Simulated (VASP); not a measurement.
Output of a VASP run:

OSZICAR:
```
       N       E                     dE             d eps       ncg     rms          rms(c)
DAV:   1     0.611027931939E+02    0.61103E+02   -0.59196E+03   704   0.109E+03
DAV:   2    -0.170581000814E+02   -0.78161E+02   -0.72539E+02   708   0.234E+02
DAV:   3    -0.206266889013E+02   -0.35686E+01   -0.33718E+01   892   0.563E+01
DAV:   4    -0.207147216514E+02   -0.88033E-01   -0.87842E-01   892   0.875E+00
DAV:   5    -0.207175059784E+02   -0.27843E-02   -0.27833E-02   908   0.155E+00    0.144E+01
DAV:   6    -0.245266838188E+02   -0.38092E+01   -0.40505E+01   888   0.138E+02    0.182E+01
DAV:   7    -0.192989817402E+02    0.52277E+01   -0.17189E+01   912   0.108E+02    0.342E+00
DAV:   8    -0.193312704842E+02   -0.32289E-01   -0.11337E+00   892   0.940E+00    0.199E+00
DAV:   9    -0.192939001800E+02    0.37370E-01   -0.12128E-01   876   0.738E+00    0.455E-01
DAV:  10    -0.192939242859E+02   -0.24106E-04   -0.60586E-03   904   0.958E-01    0.691E-02
DAV:  11    -0.192938917483E+02    0.32538E-04   -0.38981E-04  1020   0.361E-01    0.361E-02
DAV:  12    -0.192939155721E+02   -0.23824E-04   -0.48927E-05   744   0.633E-02    0.242E-02
DAV:  13    -0.192939153603E+02    0.21176E-06   -0.32003E-06   868   0.183E-02
   1 F= -.19293915E+02 E0= -.19293872E+02  d E =-.129332E-03
```

### OUTCAR
```
------------------------ aborting loop because EDIFF is reached ----------------------------------------
  FORCE on cell =-STRESS in cart. coord.  units (eV):
  Direction    XX          YY          ZZ          XY          YZ          ZX
  --------------------------------------------------------------------------------------
  Total       -0.0850723     -0.0850723     -0.0850723      0.0000000      0.0000000      0.0000000
  in kB       -3.5404970     -3.5404970     -3.5404970      0.0000000      0.0000000      0.0000000
  external PRESSURE =      -3.5404970 kB  Pullay stress =       0.0000000 kB
  volume of cell :       38.50
      direct lattice vectors                 reciprocal lattice vectors
     0.000000000  2.680000000  2.680000000    -0.186567164  0.186567164  0.186567164
     2.680000000  0.000000000  2.680000000     0.186567164 -0.186567164  0.186567164
     2.680000000  2.680000000  0.000000000     0.186567164  0.186567164 -0.186567164
 POSITION                                       TOTAL-FORCE (eV/Angst)
 -----------------------------------------------------------------------------------
      0.00000      0.00000      0.00000        -0.000000     -0.000000     -0.000000
      1.34000      1.34000      1.34000        -0.000000     -0.000000     -0.000000
      4.02000      4.02000      4.02000         0.000000      0.000000      0.000000
 -----------------------------------------------------------------------------------
    total drift:                               -0.000000     -0.000000      0.000000
  FREE ENERGIE OF THE ION-ELECTRON SYSTEM (eV)
  ---------------------------------------------------
  free  energy   TOTEN  =       -19.2939153603 eV

  energy  without entropy=      -19.2937860283  energy(sigma->0) =      -19.29387225
```
(Selected blocks of OUTCAR.)

### POSCAR
```
CoSi2
1
    0.0000000000     2.6800000000     2.6800000000
    2.6800000000     0.0000000000     2.6800000000
    2.6800000000     2.6800000000     0.0000000000
Co Si
1 2
Direct
  0.0000000000   0.0000000000   0.0000000000
  0.2500000000   0.2500000000   0.2500000000
  0.7500000000   0.7500000000   0.7500000000
```

**Question.** Write an INCAR and KPOINTS that could have produced this output.

**Answer.** One answer among several that fit: the input of the run itself, PBE GGA, plane waves, VASP's PBE PAW potentials (set 64).

### INCAR
```
ALGO=Normal
EDIFF=1E-6
ENCUT=400
GGA=PE
ISIF=2
ISMEAR=1
LASPH=.True.
LCHARG=.False.
LMAXMIX=4
LREAL=.False.
LWAVE=.False.
NELM=100
PREC=Accurate
SIGMA=0.1
SYSTEM=CoSi2
```

File KPOINTS:
```
Automatic mesh
0
Gamma
8 8 8
0 0 0
```

POTCAR, in this order: Co Si (PBE.64 set). Program: vasp_std.

The compound is CoSi2 in the fluorite structure. The cell was not relaxed at this level. The run is not spin-polarised, so no magnetic state was tried. The electron count is odd and the run is not spin-polarised, which forces a metal.
